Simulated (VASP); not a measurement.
Consider the following.

```
CELL_PARAMETERS angstrom
      1.88769    -3.26957     0.00000
      1.88769     3.26957     0.00000
      0.00000     0.00000    12.07191
ATOMIC_POSITIONS crystal
  La 0.00000 0.00000 0.50000
  La 0.00000 0.00000 0.00000
  La 0.33333 0.66667 0.25000
  La 0.66667 0.33333 0.75000
```

Level of theory: PBE GGA, VASP's PBE PAW potentials (set 64) (plane waves; VASP 6.6.1). Settings: 520 eV cut-off, Gaussian smearing of 0.050 eV, potentials La.

Problem. Give the energies of bands 17 to 25 at the high-symmetry points, in eV from the Fermi level.

Solution. 
```
band      Γ      M      K      A      L      H
----  -----  -----  -----  -----  -----  -----
17    -3.22  -1.93  -0.92  -2.76  -1.65  -1.10
18    -1.90  -1.84  -0.92  -2.76  -1.65  -1.10
19    -1.89  -1.57  -0.67  -1.70  -1.41  -0.39
20    -1.78  -1.07  -0.53  -1.70  -1.41  -0.39
21     0.47  -0.67  -0.53   0.78  -1.08  -0.07
22     0.61  -0.31  -0.03   0.78  -1.08  -0.07
23     1.20  -0.21   0.12   1.20   0.64  -0.07
24     1.25   0.42   0.12   1.20   0.64  -0.07
25     1.27   0.90   0.85   1.27   1.22   0.84
```

It has no gap at this level: it comes out as a metal or semimetal.

The compound is La in the dhcp structure. It was relaxed first.
